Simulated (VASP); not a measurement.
Output of a VASP run:

**OSZICAR**
```
...
DAV:   5    -0.222136509342E+02   -0.55284E-02   -0.55281E-02  1536   0.217E+00    0.145E+01
DAV:   6    -0.193271794869E+02    0.28865E+01   -0.10239E+01  2390   0.715E+01    0.940E+00
DAV:   7    -0.194581830188E+02   -0.13100E+00   -0.22978E+00  1370   0.182E+01    0.555E+00
DAV:   8    -0.194707516796E+02   -0.12569E-01   -0.76054E-01  1998   0.874E+00    0.174E+00
DAV:   9    -0.194121654410E+02    0.58586E-01   -0.15974E-01  2086   0.738E+00    0.374E-01
DAV:  10    -0.194148857800E+02   -0.27203E-02   -0.54046E-02  1356   0.178E+00    0.137E-01
DAV:  11    -0.194148027968E+02    0.82983E-04   -0.19810E-03  1868   0.792E-01    0.368E-02
DAV:  12    -0.194148290395E+02   -0.26243E-04   -0.23978E-04  1730   0.366E-01    0.143E-02
DAV:  13    -0.194148323248E+02   -0.32853E-05   -0.21952E-05  1496   0.983E-02    0.831E-03
DAV:  14    -0.194148334218E+02   -0.10970E-05   -0.38825E-06  1550   0.289E-02    0.715E-03
DAV:  15    -0.194148325629E+02    0.85889E-06   -0.17370E-06  1544   0.124E-02    0.176E-03
DAV:  16    -0.194148324624E+02    0.10057E-06   -0.28618E-07  1126   0.451E-03    0.599E-04
DAV:  17    -0.194148324370E+02    0.25328E-07   -0.14809E-08   660   0.220E-03
   1 F= -.16454519E+02 E0= -.16454519E+02  d E =-.164545E+02
       N       E                     dE             d eps       ncg     rms          rms(c)
DAV:   1    -0.243944178219E+02   -0.49796E+01   -0.69946E+01  1554   0.163E+02    0.175E+01
DAV:   2    -0.196027509721E+02    0.47917E+01   -0.22502E+01  1518   0.101E+02    0.590E+00
DAV:   3    -0.192842440087E+02    0.31851E+00   -0.10613E+00  1648   0.173E+01    0.298E+00
DAV:   4    -0.191460931389E+02    0.13815E+00   -0.44875E-02  2038   0.825E+00    0.921E-01
DAV:   5    -0.191331928767E+02    0.12900E-01   -0.18577E-02  2234   0.316E+00    0.978E-02
DAV:   6    -0.191336147968E+02   -0.42192E-03   -0.62088E-03  1364   0.104E+00    0.770E-02
DAV:   7    -0.191336259150E+02   -0.11118E-04   -0.93622E-04  1736   0.358E-01    0.459E-02
DAV:   8    -0.191336637677E+02   -0.37853E-04   -0.16296E-04  1994   0.249E-01    0.537E-02
DAV:   9    -0.191336166058E+02    0.47162E-04   -0.90999E-05  1466   0.897E-02    0.173E-02
DAV:  10    -0.191336134503E+02    0.31555E-05   -0.33404E-05  1538   0.497E-02    0.205E-03
DAV:  11    -0.191336137023E+02   -0.25200E-06   -0.11892E-06  1440   0.111E-02    0.118E-03
DAV:  12    -0.191336136834E+02    0.18927E-07   -0.22650E-07   924   0.474E-03
   2 F= -.16483484E+02 E0= -.16483484E+02  d E =-.289648E-01
       N       E                     dE             d eps       ncg     rms          rms(c)
DAV:   1    -0.202650720598E+02   -0.11315E+01   -0.14081E+01  1518   0.787E+01    0.692E+00
DAV:   2    -0.194420119292E+02    0.82306E+00   -0.27672E+00  1642   0.371E+01    0.287E+00
DAV:   3    -0.193622605723E+02    0.79751E-01   -0.98223E-02  1850   0.856E+00    0.156E+00
DAV:   4    -0.193339940964E+02    0.28266E-01   -0.38696E-02  2168   0.351E+00    0.212E-01
DAV:   5    -0.193341796031E+02   -0.18551E-03   -0.87865E-03  1320   0.936E-01    0.168E-01
DAV:   6    -0.193338203169E+02    0.35929E-03   -0.32523E-03  1482   0.457E-01    0.391E-02
DAV:   7    -0.193338022970E+02    0.18020E-04   -0.40399E-04  1492   0.201E-01    0.278E-02
DAV:   8    -0.193337991434E+02    0.31536E-05   -0.13418E-05  1956   0.901E-02    0.111E-02
DAV:   9    -0.193337998486E+02   -0.70521E-06   -0.66884E-06  1470   0.221E-02    0.183E-03
DAV:  10    -0.193337999133E+02   -0.64636E-07   -0.21206E-07  1240   0.409E-03
   3 F= -.16549222E+02 E0= -.16549222E+02  d E =-.947025E-01
```

### OUTCAR
```
------------------------ aborting loop because EDIFF is reached ----------------------------------------
  FORCE on cell =-STRESS in cart. coord.  units (eV):
  Direction    XX          YY          ZZ          XY          YZ          ZX
  --------------------------------------------------------------------------------------
  Total        2.7803065      2.7803073      2.7823160      0.0000000      0.0000000     -0.0000000
  in kB       99.8465862     99.8466170     99.9187535      0.0000000      0.0000000     -0.0000000
  external PRESSURE =      -0.1293478 kB  Pullay stress =     100.0000000 kB
  volume of cell :       44.61
      direct lattice vectors                 reciprocal lattice vectors
     1.586110020 -2.747223564  0.000000000     0.315236644 -0.182001933  0.000000000
     1.586110020  2.747223564 -0.000000000     0.315236644  0.182001933  0.000000000
     0.000000000  0.000000000  5.119325277     0.000000000  0.000000000  0.195338242
  FREE ENERGIE OF THE ION-ELECTRON SYSTEM (eV)
  ---------------------------------------------------
  free  energy   TOTEN  =       -19.3337999133 eV

  energy  without entropy=      -19.3337999133  energy(sigma->0) =      -19.33379991
  enthalpy is  TOTEN    =       -16.5492215133 eV   P V=        2.7845783999

 reached required accuracy - stopping structural energy minimisation
```
(Selected blocks of OUTCAR.)

**POSCAR**
```
ZnO
1
    1.6189622466    -2.8041252995     0.0000000000
    1.6189622466     2.8041252995    -0.0000000000
   -0.0000000000     0.0000000000     5.2237711021
Zn O
2 2
Direct
  0.6666670000   0.3333330000   0.5015316241
  0.3333330000   0.6666670000   0.0015316241
  0.6666670000   0.3333330000   0.8804683759
  0.3333330000   0.6666670000   0.3804683759
```

Question: Reconstruct the remaining input files.

Answer: Several could match; the one computed here: the input of the run itself, PBEsol GGA, plane waves, VASP's PBE PAW potentials (set 64).

### KPOINTS
```
Regular mesh
0
G
 8 8 4
0 0 0
```

### INCAR
```
# general
SYSTEM  = ZnO
PREC    = Accurate
ENCUT   = 600
LREAL   = .False.
LASPH   = .True.

# electronic loop
EDIFF   = 1E-7
NELM    = 100
ALGO    = Normal
LMAXMIX = 4

# smearing
ISMEAR  = 0
SIGMA   = 0.05

# functional
GGA     = PS

# ions
IBRION  = 2
NSW     = 40
ISIF    = 3
EDIFFG  = -0.01
PSTRESS = 100

# output
LWAVE   = .False.
LCHARG  = .False.
```

POTCAR, in this order: Zn O (PBE.64 set). Program: vasp_std.

Energy and stress use the plane-wave basis of the starting cell.

The compound is ZnO in the wurtzite structure. This run relaxes it under an external pressure of 10 GPa. Symmetry was kept, so distortions that lower it aren't found.
